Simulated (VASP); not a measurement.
Computed with vdW-DF-cx, VASP's PBE PAW potentials (set 64) (plane waves; VASP 6.6.1).

VASP input:

**POSCAR**
```
CuZn
2.9226330
  0.9999998857   0.0000000000   0.0000000000
  0.0000000000   0.9999998857   0.0000000000
  0.0000000000   0.0000000000   0.9999998857
Zn Cu
1 1
Cartesian
  0.4999999429   0.4999999429   0.4999999429
  0.0000000000   0.0000000000   0.0000000000
```

**INCAR**
```
AGGAC  =  0.0
ALGO  =  Normal
EDIFF  =  1E-7
ENCUT  =  520
GGA  =  CX
ISIF  =  2
ISMEAR  =  -5
LASPH  =  T
LCHARG  =  T
LMAXMIX  =  4
LORBIT  =  11
LREAL  =  F
LUSE_VDW  =  T
LWAVE  =  F
NEDOS  =  601
NELM  =  100
PREC  =  Accurate
SYSTEM  =  CuZn
```

**KPOINTS**
```
Automatic mesh
0
Gamma
14 14 14
0 0 0
```

POTCAR, in this order: Zn Cu (PBE.64 set). Program: vasp_std.

Output

### OUTCAR
```
 ion  position               nearest neighbor table
   1  0.500  0.500  0.500-   2 2.53   2 2.53   2 2.53   2 2.53   2 2.53   2 2.53   2 2.53   2 2.53
  LATTYP: Found a simple cubic cell.
 ALAT       =     2.9226326660
 Subroutine PRICEL returns:
 Original cell was already a primitive cell.
 Subroutine GETGRP returns: Found 48 space group operations
The static configuration has the point symmetry O_h .
The dynamic configuration has the point symmetry O_h .
 Subroutine INISYM returns: Found 48 space group operations
 Subroutine IBZKPT returns following result:
 Found    120 irreducible k-points:

 Following reciprocal coordinates:
            Coordinates               Weight
  0.000000  0.000000  0.000000      1.000000
  0.071429  0.000000  0.000000      6.000000
  0.142857  0.000000  0.000000      6.000000
  0.214286  0.000000  0.000000      6.000000
  0.285714  0.000000  0.000000      6.000000
  0.357143  0.000000  0.000000      6.000000
  0.428571  0.000000  0.000000      6.000000
  0.500000  0.000000  0.000000      3.000000
  0.071429  0.071429  0.000000     12.000000
  0.142857  0.071429  0.000000     24.000000
  0.214286  0.071429  0.000000     24.000000
  0.285714  0.071429  0.000000     24.000000
  0.357143  0.071429  0.000000     24.000000
  0.428571  0.071429  0.000000     24.000000
  0.500000  0.071429  0.000000     12.000000
  0.142857  0.142857  0.000000     12.000000
  0.214286  0.142857  0.000000     24.000000
  0.285714  0.142857  0.000000     24.000000
  0.357143  0.142857  0.000000     24.000000
  0.428571  0.142857  0.000000     24.000000
  0.500000  0.142857  0.000000     12.000000
  0.214286  0.214286  0.000000     12.000000
  0.285714  0.214286  0.000000     24.000000
  0.357143  0.214286  0.000000     24.000000
  0.428571  0.214286  0.000000     24.000000
...
```

OSZICAR:
```
       N       E                     dE             d eps       ncg     rms          rms(c)
DAV:   1     0.116867695791E+03    0.11687E+03   -0.11666E+04  3720   0.256E+03
DAV:   2     0.239514773954E+01   -0.11447E+03   -0.11186E+03  3628   0.329E+02
DAV:   3    -0.566001886261E+00   -0.29611E+01   -0.29522E+01  4301   0.720E+01
DAV:   4    -0.587565278275E+00   -0.21563E-01   -0.21552E-01  4349   0.547E+00
DAV:   5    -0.587833226694E+00   -0.26795E-03   -0.26798E-03  4690   0.634E-01    0.988E+00
DAV:   6    -0.376237951062E+00    0.21160E+00   -0.17930E+01  3947   0.113E+02    0.605E+00
DAV:   7     0.567907356757E+00    0.94415E+00   -0.39881E+00  3864   0.110E+02    0.232E+00
DAV:   8     0.564872953167E+00   -0.30344E-02   -0.19784E-01  4807   0.626E+00    0.132E+00
DAV:   9     0.574441879990E+00    0.95689E-02   -0.19448E-02  4422   0.366E+00    0.549E-02
DAV:  10     0.574430219417E+00   -0.11661E-04   -0.55080E-04  4412   0.337E-01    0.263E-02
DAV:  11     0.574423749335E+00   -0.64701E-05   -0.72583E-06  4694   0.367E-02    0.119E-02
DAV:  12     0.574423865236E+00    0.11590E-06   -0.12697E-06  5424   0.245E-02    0.163E-03
DAV:  13     0.574423827926E+00   -0.37310E-07   -0.42164E-08  2776   0.277E-03
   1 F= 0.57442383E+00 E0= 0.57442383E+00  d E =0.000000E+00
```

OUTCAR:
```
------------------------ aborting loop because EDIFF is reached ----------------------------------------
  FORCE on cell =-STRESS in cart. coord.  units (eV):
  Direction    XX          YY          ZZ          XY          YZ          ZX
  --------------------------------------------------------------------------------------
  Total        0.0237620      0.0237620      0.0237620     -0.0000000     -0.0000000     -0.0000000
  in kB        1.5250019      1.5250019      1.5250019     -0.0000000     -0.0000000     -0.0000000
  external PRESSURE =       1.5250019 kB  Pullay stress =       0.0000000 kB
  volume of cell :       24.96
      direct lattice vectors                 reciprocal lattice vectors
     2.922632666  0.000000000  0.000000000     0.342157265  0.000000000  0.000000000
     0.000000000  2.922632666  0.000000000     0.000000000  0.342157265  0.000000000
     0.000000000  0.000000000  2.922632666     0.000000000  0.000000000  0.342157265
 POSITION                                       TOTAL-FORCE (eV/Angst)
 -----------------------------------------------------------------------------------
      1.46132      1.46132      1.46132         0.000000      0.000000      0.000000
      0.00000      0.00000      0.00000         0.000000      0.000000      0.000000
 -----------------------------------------------------------------------------------
    total drift:                                0.000000      0.000000     -0.000000
  FREE ENERGIE OF THE ION-ELECTRON SYSTEM (eV)
  ---------------------------------------------------
  free  energy   TOTEN  =         0.5744238279 eV

  energy  without entropy=        0.5744238279  energy(sigma->0) =        0.57442383

 total charge

# of ion       s       p       d       tot
------------------------------------------
    1        0.592   0.544   9.742  10.878
    2        0.437   0.399   9.186  10.022
--------------------------------------------------
tot          1.029   0.943  18.928  20.900
```
(Selected blocks of OUTCAR.)

For a metal the tetrahedron method with Blöchl corrections gives inexact stress and forces.

The compound is CuZn in the CsCl type structure. It was relaxed first. The electron count is odd and the run is not spin-polarised, which forces a metal.
